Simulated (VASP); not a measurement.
OSZICAR of a VASP run on MoRu (space group Fd-3m):

OSZICAR:
```
       N       E                     dE             d eps       ncg     rms          rms(c)
DAV:   1     0.480361739471E+03    0.48036E+03   -0.26480E+04  2130   0.123E+03
DAV:   2    -0.239299063732E+02   -0.50429E+03   -0.49645E+03  2162   0.453E+02
DAV:   3    -0.411502832585E+02   -0.17220E+02   -0.16946E+02  2439   0.789E+01
DAV:   4    -0.414221581643E+02   -0.27187E+00   -0.26962E+00  2184   0.877E+00
DAV:   5    -0.414288535372E+02   -0.66954E-02   -0.66852E-02  2402   0.120E+00    0.294E+01
DAV:   6    -0.393979184460E+02    0.20309E+01   -0.64555E+00  2017   0.180E+01    0.966E+00
DAV:   7    -0.400580208444E+02   -0.66010E+00   -0.91380E+00  2382   0.130E+01    0.868E+00
DAV:   8    -0.390397325581E+02    0.10183E+01   -0.43544E+00  2548   0.105E+01    0.147E+00
DAV:   9    -0.390360057038E+02    0.37269E-02   -0.10543E-01  2383   0.184E+00    0.535E-01
DAV:  10    -0.390332466877E+02    0.27590E-02   -0.16312E-02  2439   0.660E-01    0.832E-02
DAV:  11    -0.390332165240E+02    0.30164E-04   -0.36716E-04  2189   0.115E-01    0.580E-02
DAV:  12    -0.390332266283E+02   -0.10104E-04   -0.35875E-05  2630   0.312E-02    0.795E-03
DAV:  13    -0.390332254416E+02    0.11868E-05   -0.22929E-06  1534   0.105E-02    0.499E-03
DAV:  14    -0.390332250764E+02    0.36515E-06   -0.86262E-07  1175   0.598E-03
   1 F= -.39033225E+02 E0= -.39012814E+02  d E =-.408231E-01
```

Which electronic solver shows in the log?

It is blocked Davidson (ALGO = Normal, or the opening steps of other solvers). The INCAR had ALGO = Normal.

Can the final energy be trusted as converged?

The calculation finished and met its thresholds. It stopped with EDIFF = 1E-6, NELM = 100 (PBE GGA, plane waves, VASP's PBE PAW potentials (set 64)).

The structure was generated: MoRu was put into an ordered model structure, which need not be its known phase. The cell was not relaxed at this level.
